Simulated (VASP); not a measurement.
Output of a VASP run:

OSZICAR:
```
       N       E                     dE             d eps       ncg     rms          rms(c)
DAV:   1     0.132369932605E+03    0.13237E+03   -0.12349E+04  2128   0.116E+03
DAV:   2    -0.191300933901E+02   -0.15150E+03   -0.14549E+03  2380   0.252E+02
DAV:   3    -0.251464720861E+02   -0.60164E+01   -0.58667E+01  2576   0.507E+01
DAV:   4    -0.252392715952E+02   -0.92800E-01   -0.92075E-01  2453   0.672E+00
DAV:   5    -0.252412436077E+02   -0.19720E-02   -0.19704E-02  2595   0.992E-01    0.161E+01
DAV:   6    -0.242069637510E+02    0.10343E+01   -0.98596E+00  2278   0.314E+01    0.758E+00
DAV:   7    -0.238991720746E+02    0.30779E+00   -0.18146E+00  2245   0.153E+01    0.480E+00
DAV:   8    -0.238645236547E+02    0.34648E-01   -0.12268E-01  2323   0.219E+00    0.961E-01
DAV:   9    -0.238545116174E+02    0.10012E-01   -0.25605E-02  2400   0.168E+00    0.282E-01
DAV:  10    -0.238547002804E+02   -0.18866E-03   -0.38966E-03  2337   0.384E-01    0.881E-02
DAV:  11    -0.238546761914E+02    0.24089E-04   -0.96271E-05  2517   0.673E-02    0.409E-02
DAV:  12    -0.238546612672E+02    0.14924E-04   -0.24104E-05  2427   0.378E-02    0.150E-02
DAV:  13    -0.238546581808E+02    0.30865E-05   -0.44939E-06  2449   0.180E-02    0.297E-03
DAV:  14    -0.238546584575E+02   -0.27676E-06   -0.15938E-07  1421   0.347E-03    0.109E-03
DAV:  15    -0.238546582746E+02    0.18291E-06   -0.23965E-08  1298   0.160E-03    0.517E-04
DAV:  16    -0.238546582960E+02   -0.21437E-07   -0.64846E-09  1238   0.654E-04
   1 F= -.23854658E+02 E0= -.23854658E+02  d E =0.000000E+00
```

OUTCAR:
```
------------------------ aborting loop because EDIFF is reached ----------------------------------------
  FORCE on cell =-STRESS in cart. coord.  units (eV):
  Direction    XX          YY          ZZ          XY          YZ          ZX
  --------------------------------------------------------------------------------------
  Total       -0.0539933     -0.0539933     -0.2069789      0.0000000      0.0000000     -0.0000000
  in kB       -1.1544042     -1.1544042     -4.4253152      0.0000000      0.0000000     -0.0000000
  external PRESSURE =      -2.2447079 kB  Pullay stress =       0.0000000 kB
  volume of cell :       74.94
      direct lattice vectors                 reciprocal lattice vectors
     3.821817501  0.000000000  0.000000000     0.261655613  0.151066936  0.000000000
    -1.910908751  3.309791102  0.000000000     0.000000000  0.302133872  0.000000000
     0.000000000  0.000000000  5.924095026     0.000000000  0.000000000  0.168802154
 POSITION                                       TOTAL-FORCE (eV/Angst)
 -----------------------------------------------------------------------------------
     -0.00000      2.20653      5.88824        -0.000000      0.000000      0.033248
      1.91091      1.10326      2.92620        -0.000000     -0.000000      0.033248
     -0.00000      2.20653      2.25739         0.000000      0.000000     -0.033248
      1.91091      1.10326      5.21944         0.000000     -0.000000     -0.033248
 -----------------------------------------------------------------------------------
    total drift:                               -0.000808      0.000467      0.000004
  FREE ENERGIE OF THE ION-ELECTRON SYSTEM (eV)
  ---------------------------------------------------
  free  energy   TOTEN  =       -23.8546582960 eV

  energy  without entropy=      -23.8546582960  energy(sigma->0) =      -23.85465830

 total charge

# of ion       s       p       d       tot
------------------------------------------
    1        0.601   0.601   8.540   9.742
    2        0.601   0.601   8.540   9.742
    3        1.065   1.345   0.000   2.410
    4        1.065   1.345   0.000   2.410
--------------------------------------------------
tot          3.332   3.893  17.080  24.304

 Electric field gradients after diagonalization (V/A^2)
 (convention: |V_zz| > |V_xx| > |V_yy|)
----------------------------------------------------------------------
 ion       V_xx      V_yy      V_zz     asymmetry (V_yy - V_xx)/ V_zz
----------------------------------------------------------------------
   1     -21.063   -21.062    42.125       0.000
   2     -21.063   -21.062    42.125       0.000
   3     -12.349   -12.348    24.697       0.000
   4     -12.349   -12.348    24.697       0.000
```
(Selected blocks of OUTCAR.)

**POSCAR**
```
PdP
1
    3.8218175012     0.0000000000     0.0000000000
   -1.9109087506     3.3097911024     0.0000000000
    0.0000000000     0.0000000000     5.9240950259
Pd P
2 2
Direct
  0.3333330000   0.6666670000   0.9939481157
  0.6666670000   0.3333330000   0.4939481157
  0.3333330000   0.6666670000   0.3810518843
  0.6666670000   0.3333330000   0.8810518843
```

Reconstruct the remaining input files.

This is not unique; one that fits is the input of the run itself, PBEsol GGA, plane waves, VASP's PBE PAW potentials (set 64).

**INCAR**
```
ALGO = Normal
EDIFF = 1E-7
ENCUT = 400
GGA = PS
ISIF = 2
ISMEAR = -5
LASPH = T
LCHARG = T
LEFG = T
LMAXMIX = 4
LORBIT = 11
LREAL = F
LWAVE = F
NEDOS = 601
NELM = 100
PREC = Accurate
SYSTEM = PdP
```

**KPOINTS**
```
K-points
0
gamma
 10 10 6
0 0 0
```

POTCAR, in this order: Pd P (PBE.64 set). Program: vasp_std.

For a metal the tetrahedron method with Blöchl corrections gives inexact stress and forces.

The structure was generated: PdP was put into the wurtzite type (P6_3mc), which need not be its known phase. It was relaxed first, which changed the volume by -18 %.
